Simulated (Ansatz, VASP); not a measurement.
## One calculation of KTaP2, two programs

```
CELL_PARAMETERS angstrom
4.01912 0.00000 0.00000
-2.00956 3.48066 0.00000
0.00000 0.00000 6.41178
ATOMIC_POSITIONS crystal
K 0.00000 0.00000 0.00000
Ta 0.00000 0.00000 0.50000
P 0.33333 0.66667 0.64510
P 0.66667 0.33333 0.35490
```

Alike in both runs: task relaxation of cell and atoms; functional PBE; k mesh 6 × 6 × 4; occupations gaussian, width 0.1 eV; no spin polarisation.

```csv
,VASP,Ansatz
version,VASP 6.6.1,Ansatz 0.2.0
potentials or method,"VASP PAW PBE potentials, release 64 (K_sv, Ta_pv, P)","scalar-relativistic, plane waves, PAW"
plane-wave cutoff (eV),600,420
valence electrons in the cell,30,32
```

Ansatz gave:

| Property | Result |
| --- | --- |
| gap on the k mesh at the Fermi level, each at its own relaxed structure (eV) | none |
| relaxed volume (Å³/atom) | 22.23 |
| relaxed cell length with the largest relative difference (Å) | 7.896 |
| energy change over the relaxation (meV/atom) | -433 |

Q: Which values does VASP return?

A: gap on the k mesh at the Fermi level, each at its own relaxed structure (eV): none; relaxed volume (Å³/atom): 22.27; relaxed cell length with the largest relative difference (Å): 7.904; energy change over the relaxation (meV/atom): -433.

A gap of «none» marks a metal or a gap that the smearing closes. The two sets of potentials don't hold the same shells in valence.

Spin-orbit coupling is left out, which matters for the levels of Ta.
